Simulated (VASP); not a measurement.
The input files of a VASP run:

**POSCAR**
```
MgTe
1
    4.1937669302     0.0000000000     0.0000000000
   -2.0968834651     3.6319085031    -0.0000000000
   -0.0000000000    -0.0000000000     6.7958397779
Mg Te
2 2
Direct
  1.0000000000   0.0000000000   0.5000000000
  1.0000000000   0.0000000000   0.0000000000
  0.3333330000   0.6666670000   0.2500000000
  0.6666670000   0.3333330000   0.7500000000
```

### INCAR
```
ALGO=Normal
EDIFF=1E-6
EDIFFG=-0.02
ENCUT=400
GGA=PS
IBRION=2
ISIF=3
ISMEAR=0
LASPH=T
LCHARG=F
LMAXMIX=4
LREAL=F
LWAVE=F
NELM=100
NSW=60
PREC=Accurate
SIGMA=0.05
SYSTEM=MgTe
```

### KPOINTS
```
Automatic mesh
0
Gamma
6 6 3
0 0 0
```

POTCAR, in this order: Mg Te (PBE.64 set). Program: vasp_std.

Task: Translate this PBEsol calculation to Ansatz.

Result: One equivalent input (not run):
Ansatz 0.2 input:
```yaml
crystal:
  lattice:
    - [4.1937669, 0.0000000, 0.0000000]
    - [-2.0968835, 3.6319085, 0.0000000]
    - [0.0000000, 0.0000000, 6.7958398]
  atoms:
    - { symbol: Mg, position: [1.0000000, 0.0000000, 0.5000000] }
    - { symbol: Mg, position: [1.0000000, 0.0000000, 0.0000000] }
    - { symbol: Te, position: [0.3333330, 0.6666670, 0.2500000] }
    - { symbol: Te, position: [0.6666670, 0.3333330, 0.7500000] }
kpoints:
  mp_grid: { grid: [6, 6, 3] }
hamiltonian:
  xc: pbesol
  pseudopotentials: { kind: paw }
scf:
  occupations: { method: gaussian, width: 0.05 }
  max_iter: 100
relax:
  max_steps: 60
  f_tol: 0.02
  cell: {}
output: { forces: true, stress: true, eigenvalues: true }
```
Limits of the translation: each code has its own PAW files, so the cut-off isn't converted (ENCUT is set for VASP's; basis.ecutwfc is left out, and Ansatz then takes the one that its files recommend); Ansatz stops its SCF on the density residual and VASP on the energy change (EDIFF).

The structure comes from a computed database's MgTe entry (P6_3/mmc); how it stands against other phases isn't given here. This run relaxes it. Symmetry was kept, so distortions that lower it aren't found. The start is the result of an earlier pass.
